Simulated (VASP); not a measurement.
Method: TPSS meta-GGA, VASP's PBE PAW potentials (set 64) (plane waves; VASP 6.6.1).

VASP input:

**KPOINTS**
```
Automatic mesh
0
Gamma
13 13 13
0 0 0
```

**POSCAR**
```
LiF
1
    0.0000000000     1.9986712150     1.9986712150
    1.9986712150     0.0000000000     1.9986712150
    1.9986712150     1.9986712150     0.0000000000
Li F
1 1
Direct
  0.0000000000   0.0000000000   0.0000000000
  0.5000000000   0.5000000000   0.5000000000
```

File KPOINTS_OPT:
```
k-points along high-symmetry lines
10
Line-mode
Reciprocal
  0.000000   0.000000   0.000000 ! GAMMA
  0.500000   0.000000   0.500000 ! X

  0.500000   0.000000   0.500000 ! X
  0.625000   0.250000   0.625000 ! U

  0.375000   0.375000   0.750000 ! K
  0.000000   0.000000   0.000000 ! GAMMA

  0.000000   0.000000   0.000000 ! GAMMA
  0.500000   0.500000   0.500000 ! L

  0.500000   0.500000   0.500000 ! L
  0.500000   0.250000   0.750000 ! W

  0.500000   0.250000   0.750000 ! W
  0.500000   0.000000   0.500000 ! X
```

**INCAR**
```
SYSTEM=LiF
PREC=Accurate; ENCUT=520; LREAL=.FALSE.
LASPH=.TRUE.
EDIFF=1E-7; NELM=100; ALGO=Normal
LMIXTAU=.TRUE.
ISMEAR=-5
METAGGA=TPSS
ISIF=2
LWAVE=.FALSE.; LCHARG=.FALSE.; LORBIT=11
NEDOS=601
```

POTCAR, in this order: Li_sv F (PBE.64 set). Program: vasp_std.

Question: What will the output report for the number of irreducible k-points (NKPTS), largest plane-wave count, number of space-group operations, FFT grid (NGX, NGY, NGZ)?

Answer: 
```
Item                                           Value
--------------------------------------  ------------
number of irreducible k-points (NKPTS)            84
largest plane-wave count                         444
number of space-group operations                  48
FFT grid (NGX, NGY, NGZ)                24 × 24 × 24
```

The compound is LiF in the rock salt structure. It was relaxed first.
